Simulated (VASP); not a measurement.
Output of a VASP run:

**OSZICAR**
```
...
DAV:   1    -0.503837902616E+03   -0.10127E-02   -0.64261E-01   400   0.196E+00    0.129E-01
RMM:   2    -0.503838591824E+03   -0.68921E-03   -0.10712E-02   365   0.225E-01    0.667E-02
RMM:   3    -0.503838556982E+03    0.34842E-04   -0.12395E-03   366   0.785E-02    0.446E-02
RMM:   4    -0.503838513896E+03    0.43087E-04   -0.38626E-04   365   0.407E-02    0.126E-02
RMM:   5    -0.503838519962E+03   -0.60660E-05   -0.68412E-05   289   0.168E-02
   7 F= -.50383852E+03 E0= -.50383852E+03  d E =-.347634E-01
       N       E                     dE             d eps       ncg     rms          rms(c)
DAV:   1    -0.503844827809E+03   -0.63139E-02   -0.25567E+00   376   0.401E+00    0.257E-01
RMM:   2    -0.503847231536E+03   -0.24037E-02   -0.42012E-02   365   0.454E-01    0.137E-01
RMM:   3    -0.503846947314E+03    0.28422E-03   -0.48639E-03   366   0.157E-01    0.832E-02
RMM:   4    -0.503846816184E+03    0.13113E-03   -0.15307E-03   366   0.796E-02    0.257E-02
RMM:   5    -0.503846835670E+03   -0.19486E-04   -0.22843E-04   391   0.313E-02    0.189E-02
RMM:   6    -0.503846837905E+03   -0.22353E-05   -0.34410E-05   260   0.137E-02
   8 F= -.50384684E+03 E0= -.50384684E+03  d E =-.831794E-02
       N       E                     dE             d eps       ncg     rms          rms(c)
DAV:   1    -0.503846921867E+03   -0.86197E-04   -0.42814E-02   440   0.519E-01    0.328E-02
RMM:   2    -0.503846963053E+03   -0.41186E-04   -0.70397E-04   365   0.586E-02    0.177E-02
RMM:   3    -0.503846959221E+03    0.38321E-05   -0.85127E-05   332   0.209E-02    0.110E-02
RMM:   4    -0.503846957405E+03    0.18154E-05   -0.25249E-05   237   0.105E-02
   9 F= -.50384696E+03 E0= -.50384696E+03  d E =-.843744E-02
       N       E                     dE             d eps       ncg     rms          rms(c)
DAV:   1    -0.503850034142E+03   -0.30749E-02   -0.74696E-01   376   0.216E+00    0.150E-01
RMM:   2    -0.503850981431E+03   -0.94729E-03   -0.13393E-02   364   0.265E-01    0.812E-02
RMM:   3    -0.503850939551E+03    0.41881E-04   -0.14887E-03   366   0.909E-02    0.518E-02
RMM:   4    -0.503850892894E+03    0.46657E-04   -0.53054E-04   365   0.486E-02    0.165E-02
RMM:   5    -0.503850898676E+03   -0.57824E-05   -0.82507E-05   308   0.194E-02
  10 F= -.50385090E+03 E0= -.50385090E+03  d E =-.394127E-02
       N       E                     dE             d eps       ncg     rms          rms(c)
DAV:   1    -0.503851063941E+03   -0.17105E-03   -0.87194E-02   400   0.740E-01    0.515E-02
RMM:   2    -0.503851182117E+03   -0.11818E-03   -0.16196E-03   364   0.929E-02    0.292E-02
RMM:   3    -0.503851177410E+03    0.47068E-05   -0.18280E-04   366   0.321E-02    0.189E-02
RMM:   4    -0.503851172099E+03    0.53109E-05   -0.67119E-05   328   0.174E-02
  11 F= -.50385117E+03 E0= -.50385117E+03  d E =-.421469E-02
       N       E                     dE             d eps       ncg     rms          rms(c)
DAV:   1    -0.503851931804E+03   -0.75439E-03   -0.18049E-01   376   0.108E+00    0.760E-02
RMM:   2    -0.503852153208E+03   -0.22140E-03   -0.32896E-03   364   0.132E-01    0.411E-02
RMM:   3    -0.503852139394E+03    0.13815E-04   -0.37936E-04   367   0.458E-02    0.256E-02
RMM:   4    -0.503852128917E+03    0.10476E-04   -0.12801E-04   363   0.240E-02    0.810E-03
RMM:   5    -0.503852130203E+03   -0.12853E-05   -0.18491E-05   231   0.951E-03
  12 F= -.50385213E+03 E0= -.50385213E+03  d E =-.958104E-03
```

OUTCAR:
```
------------------------ aborting loop because EDIFF is reached ----------------------------------------
  FORCE on cell =-STRESS in cart. coord.  units (eV):
  Direction    XX          YY          ZZ          XY          YZ          ZX
  --------------------------------------------------------------------------------------
  Total       28.4590111     28.6953895     20.8259917     -0.0052316      0.0019968      0.0067499
  in kB       59.6425166     60.1379028     43.6457384     -0.0109640      0.0041848      0.0141460
  external PRESSURE =      54.4753860 kB  Pullay stress =       0.0000000 kB
  volume of cell :      764.49
      direct lattice vectors                 reciprocal lattice vectors
     4.693267657 -8.128978018  0.000000000     0.106535582 -0.061508347  0.000000000
     4.693267657  8.128978018  0.000000000     0.106535582  0.061508347  0.000000000
     0.000000000  0.000000000 10.019202615     0.000000000  0.000000000  0.099808342
  FREE ENERGIE OF THE ION-ELECTRON SYSTEM (eV)
  ---------------------------------------------------
  free  energy   TOTEN  =      -503.8521302028 eV

  energy  without entropy=     -503.8521302028  energy(sigma->0) =     -503.85213020

 reached required accuracy - stopping structural energy minimisation
```
(Selected blocks of OUTCAR.)

### POSCAR
```
Al35BeN36
1
    4.6932676572    -8.1289780182     0.0000000000
    4.6932676572     8.1289780182     0.0000000000
    0.0000000000     0.0000000000    10.0192026154
Al N Be
35 36 1
Direct
  0.2222220000   0.1111110000   0.2500000000
  0.1111110000   0.2222220000   0.0000000000
  0.2222220000   0.1111110000   0.7500000000
  0.1074920000   0.2211480000   0.4992230000
  0.2160250000   0.4413550000   0.2456200000
  0.1111110000   0.5555560000   0.0000000000
  0.2261980000   0.4435630000   0.7485270000
  0.1102230000   0.5539940000   0.5047900000
  0.2222220000   0.7777780000   0.2500000000
  0.1111110000   0.8888890000   0.0000000000
  0.2222220000   0.7777780000   0.7500000000
  0.1111110000   0.8888890000   0.5000000000
  0.5555560000   0.1111110000   0.2500000000
  0.4444440000   0.2222220000   0.0000000000
  0.5555560000   0.1111110000   0.7500000000
  0.4461870000   0.2184350000   0.4975870000
  0.5575620000   0.4476980000   0.2541090000
  0.4444440000   0.5555560000   0.0000000000
  0.5496770000   0.4399160000   0.7536330000
  0.5604160000   0.7820530000   0.2489140000
  0.4444440000   0.8888890000   0.0000000000
  0.5492350000   0.7739550000   0.7529260000
  0.4447030000   0.8860210000   0.4976180000
  0.8888890000   0.1111110000   0.2500000000
  0.7777780000   0.2222220000   0.0000000000
  0.8888890000   0.1111110000   0.7500000000
  0.7777780000   0.2222220000   0.5000000000
  0.8888890000   0.4444440000   0.2500000000
  0.7777780000   0.5555560000   0.0000000000
  0.8888890000   0.4444440000   0.7500000000
  0.7757790000   0.5529830000   0.4973000000
  0.8888890000   0.7777780000   0.2500000000
  0.7777780000   0.8888890000   0.0000000000
  0.8888890000   0.7777780000   0.7500000000
  0.7772740000   0.8904390000   0.5000910000
  0.2222220000   0.1111110000   0.4410000000
  0.1111110000   0.2222220000   0.1910000000
  0.2222220000   0.1111110000   0.9410000000
  0.1111110000   0.2222220000   0.6910000000
  0.2230740000   0.4445940000   0.4363420000
  0.1111110000   0.5555560000   0.1910000000
  0.2222220000   0.4444440000   0.9410000000
  0.1111110000   0.5555560000   0.6910000000
  0.2222220000   0.7777780000   0.4410000000
  0.1111110000   0.8888890000   0.1910000000
  0.2222220000   0.7777780000   0.9410000000
  0.1111110000   0.8888890000   0.6910000000
  0.5555560000   0.1111110000   0.4410000000
  0.4444440000   0.2222220000   0.1910000000
  0.5555560000   0.1111110000   0.9410000000
  0.4444440000   0.2222220000   0.6910000000
  0.5518680000   0.4441120000   0.4381250000
  0.4435780000   0.5518850000   0.1884750000
  0.5555560000   0.4444440000   0.9410000000
  0.4471160000   0.5579420000   0.6930150000
  0.5553170000   0.7723350000   0.4416610000
  0.4444440000   0.8888890000   0.1910000000
  0.5555560000   0.7777780000   0.9410000000
  0.4444440000   0.8888890000   0.6910000000
  0.8888890000   0.1111110000   0.4410000000
  0.7777780000   0.2222220000   0.1910000000
  0.8888890000   0.1111110000   0.9410000000
  0.7777780000   0.2222220000   0.6910000000
  0.8888890000   0.4444440000   0.4410000000
  0.7777780000   0.5555560000   0.1910000000
  0.8888890000   0.4444440000   0.9410000000
  0.7777780000   0.5555560000   0.6910000000
  0.8888890000   0.7777780000   0.4410000000
  0.7777780000   0.8888890000   0.1910000000
  0.8888890000   0.7777780000   0.9410000000
  0.7777780000   0.8888890000   0.6910000000
  0.4395930000   0.5552440000   0.4992620000
```

Reconstruct the remaining input files.

Several could match; the one computed here: the input of the run itself, PBE GGA, plane waves, VASP's PBE PAW potentials (set 64).

**KPOINTS**
```
Regular mesh
0
Gamma
 1 1 1
```

### INCAR
```
SYSTEM = Al35BeN36
PREC = Normal; ENCUT = 400; LREAL = Auto
LASPH = .TRUE.; ISYM = 0; NELECT = 290.0
EDIFF = 1E-5; NELM = 100; NELMIN = 4
ALGO = Fast
ISMEAR = 0; SIGMA = 0.05
GGA = PE
IBRION = 2; NSW = 60; ISIF = 2
EDIFFG = -0.03
LWAVE = .FALSE.; LCHARG = .FALSE.
```

POTCAR, in this order: Al N Be (PBE.64 set). Program: vasp_gam.

At this cut-off the stress carries a Pulay error, which pulls relaxed volumes low. The cell is charged, with a uniform compensating background. The supercell is sampled at Γ alone, which is coarse: total energies, pressure and levels can be off, energies of defects by several tenths of an eV.

The cell is a supercell with a defect, built from AlN (wurtzite): Be_Al, charge -3. The run is not spin-polarised, so no state with unpaired spins was tried.
